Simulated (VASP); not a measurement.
Input for VASP

**KPOINTS**
```
Automatic mesh
0
Gamma
7 7 3
0 0 0
```

**POSCAR**
```
HgO
1
    3.6186050000     0.0000000000     0.0000000000
   -1.8093020000     3.1338040000     0.0000000000
    0.0000000000     0.0000000000     8.8442050000
Hg O
3 3
Direct
  0.2402700000   0.2402700000   0.5000000000
  0.7597300000   0.0000000000   0.8333330000
  0.0000000000   0.7597300000   0.1666670000
  0.5406100000   0.5406100000   0.0000000000
  0.4593900000   0.0000000000   0.3333330000
  0.0000000000   0.4593900000   0.6666670000
```

### INCAR
```
SYSTEM = HgO
PREC = Accurate
ENCUT = 400
EDIFF = 1E-6
NELM = 100
ALGO = Normal
LREAL = .FALSE.
LASPH = .TRUE.
ISMEAR = 0
SIGMA = 0.01
GGA = PS
LMAXMIX = 6
LWAVE = .FALSE.
LCHARG = .FALSE.
ISIF = 2
```

POTCAR, in this order: Hg O (PBE.64 set). Program: vasp_std.

### Question
Translate this PBEsol calculation to Quantum ESPRESSO's pw.x.

### Answer
One equivalent input (not run):
```
&CONTROL
  calculation = 'scf'
  pseudo_dir = './pseudo'
  outdir = './out'
  tprnfor = .true.
  tstress = .true.
/
&SYSTEM
  ibrav = 0
  nat = 6
  ntyp = 2
  ecutwfc = 84
  occupations = 'smearing'
  smearing = 'gaussian'
  degauss = 0.000735
  input_dft = 'pbesol'
/
&ELECTRONS
  conv_thr = 7.3e-08
  electron_maxstep = 100
/
ATOMIC_SPECIES
  Hg 200.592 Hg.upf
  O 15.999 O.upf
CELL_PARAMETERS angstrom
     3.6186050    0.0000000    0.0000000
    -1.8093020    3.1338040    0.0000000
     0.0000000    0.0000000    8.8442050
ATOMIC_POSITIONS crystal
  Hg   0.2402700  0.2402700  0.5000000
  Hg   0.7597300  0.0000000  0.8333330
  Hg   0.0000000  0.7597300  0.1666670
  O    0.5406100  0.5406100  0.0000000
  O    0.4593900  0.0000000  0.3333330
  O    0.0000000  0.4593900  0.6666670
K_POINTS automatic
  7 7 3 0 0 0
```
Limits of the translation: the potentials are each code's own (VASP's PAW set, PseudoDojo norm-conserving files in pw.x), so ENCUT and ecutwfc are chosen apart and not converted; conv_thr bounds pw.x's estimated SCF error, while EDIFF bounds the energy change between steps.

The structure comes from a computed database's HgO entry (P3_121); how it stands against other phases isn't given here. The cell was not relaxed at this level.
